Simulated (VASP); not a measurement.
Output of a VASP run:

File OSZICAR:
```
       N       E                     dE             d eps       ncg     rms          rms(c)
DAV:   1     0.244755340677E+02    0.24476E+02   -0.47624E+03   960   0.731E+02
DAV:   2    -0.213175802786E+02   -0.45793E+02   -0.41761E+02  1312   0.126E+02
DAV:   3    -0.234606505661E+02   -0.21431E+01   -0.21126E+01  1260   0.294E+01
DAV:   4    -0.234829782337E+02   -0.22328E-01   -0.22249E-01  1148   0.303E+00
DAV:   5    -0.234833724954E+02   -0.39426E-03   -0.39408E-03  1256   0.320E-01    0.477E+00
DAV:   6    -0.230714589708E+02    0.41191E+00   -0.60454E-01  1120   0.490E+00    0.276E+00
DAV:   7    -0.230127529787E+02    0.58706E-01   -0.16688E-01  1200   0.257E+00    0.102E+00
DAV:   8    -0.230050791455E+02    0.76738E-02   -0.14286E-02  1104   0.798E-01    0.203E-01
DAV:   9    -0.230048642538E+02    0.21489E-03   -0.13486E-03  1132   0.278E-01    0.103E-01
DAV:  10    -0.230048515447E+02    0.12709E-04   -0.83796E-05  1172   0.586E-02    0.708E-02
DAV:  11    -0.230048551756E+02   -0.36309E-05   -0.15211E-05  1152   0.276E-02    0.129E-02
DAV:  12    -0.230048554732E+02   -0.29763E-06   -0.19686E-06   840   0.942E-03
   1 F= -.23004855E+02 E0= -.23001396E+02  d E =-.691959E-02
```

File OUTCAR:
```
------------------------ aborting loop because EDIFF is reached ----------------------------------------
  FORCE on cell =-STRESS in cart. coord.  units (eV):
  Direction    XX          YY          ZZ          XY          YZ          ZX
  --------------------------------------------------------------------------------------
  Total       -0.9279404     -0.9279407      1.7624368      0.0000001      0.0000000     -0.0000000
  in kB      -22.1377542    -22.1377614     42.0462283      0.0000035      0.0000000     -0.0000000
  external PRESSURE =      -0.7430958 kB  Pullay stress =       0.0000000 kB
  volume of cell :       67.16
      direct lattice vectors                 reciprocal lattice vectors
     3.678343000  0.000000000  0.000000000     0.271861542  0.156959352  0.000000000
    -1.839172000  3.185539000  0.000000000     0.000000000  0.313918618  0.000000000
     0.000000000  0.000000000  5.731416000     0.000000000  0.000000000  0.174476953
 POSITION                                       TOTAL-FORCE (eV/Angst)
 -----------------------------------------------------------------------------------
     -0.00000      2.12369      1.41394         0.000000     -0.000000     -0.558025
      1.83917      1.06185      4.31748        -0.000000      0.000000      0.558025
      0.00000      0.00000      0.00000         0.000000      0.000000      0.000000
     -0.00000      2.12369      3.70823         0.000000      0.000000     -0.528348
      1.83917      1.06185      2.02319        -0.000000     -0.000000      0.528348
 -----------------------------------------------------------------------------------
    total drift:                               -0.000000     -0.000000      0.000000
  FREE ENERGIE OF THE ION-ELECTRON SYSTEM (eV)
  ---------------------------------------------------
  free  energy   TOTEN  =       -23.0048554732 eV

  energy  without entropy=      -22.9979358843  energy(sigma->0) =      -23.00139568
```
(Selected blocks of OUTCAR.)

### POSCAR
```
Be3As2
1
    3.6783430000     0.0000000000     0.0000000000
   -1.8391720000     3.1855390000     0.0000000000
    0.0000000000     0.0000000000     5.7314160000
As Be
2 3
Direct
  0.3333330000   0.6666670000   0.2467000000
  0.6666670000   0.3333330000   0.7533000000
  0.0000000000   0.0000000000   0.0000000000
  0.3333330000   0.6666670000   0.6470000000
  0.6666670000   0.3333330000   0.3530000000
```

Reconstruct the remaining input files.

One answer among several that fit: the input of the run itself, LDA (Ceperley-Alder, Perdew-Zunger), plane waves, VASP's LDA PAW potentials (set 64).

### INCAR
```
SYSTEM = Be3As2
PREC = Accurate
ENCUT = 300
EDIFF = 1E-6
NELM = 100
ALGO = Normal
LREAL = .FALSE.
LASPH = .TRUE.
ISMEAR = -1
SIGMA = 0.1
LMAXMIX = 4
LWAVE = .FALSE.
LCHARG = .FALSE.
ISIF = 2
```

**KPOINTS**
```
Automatic
0
Gamma
  8 8 5
0 0 0
```

POTCAR, in this order: As Be (LDA.64 set). Program: vasp_std.

At this cut-off the stress carries a Pulay error, which pulls relaxed volumes low.

The structure was generated: Be3As2 was put into an ordered model structure, which need not be its known phase. The cell was not relaxed at this level. The run is one of a series of settings (GGA removed, POTCAR As Be (LDA.64 set) against the base run), some of them coarse on purpose.
